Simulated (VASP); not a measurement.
Input of a VASP 6.6.1 run:

Contents of INCAR:

```
PREC = Accurate
ENCUT = 520
EDIFF = 1E-7
ISMEAR = -1
SIGMA = 0.05
LREAL = F
LASPH = T
NELM = 100
ALGO = Normal
ISIF = 2
LWAVE = F
LCHARG = F
GGA = PE
NBANDS = 14
```

KPOINTS

```
Automatic mesh
0
Gamma
  8 8 8
```

POSCAR

```
BeTl
1.0
    3.3816000000      0.0000000000      0.0000000000
    0.0000000000      3.3816000000      0.0000000000
    0.0000000000      0.0000000000      3.3816000000
Be Tl
1 1
Direct
    0.5000000000      0.5000000000      0.5000000000
    0.0000000000      0.0000000000      0.0000000000
```

Potentials or basis: VASP PAW PBE potentials, release 64 (Be, Tl_d).

Launch:

```console
$ cat potpaw_PBE.64/Be/POTCAR potpaw_PBE.64/Tl_d/POTCAR > POTCAR
$ mpirun -np 1 vasp_std > vasp.out
```

**Question.** What does it give for the pressure?

**Answer.** -0.6 GPa.

**Question.** Predict the band gap on the k mesh.

**Answer.** None (metal or under the smearing width).

Spin-orbit coupling is left out, which matters for the levels of Tl.
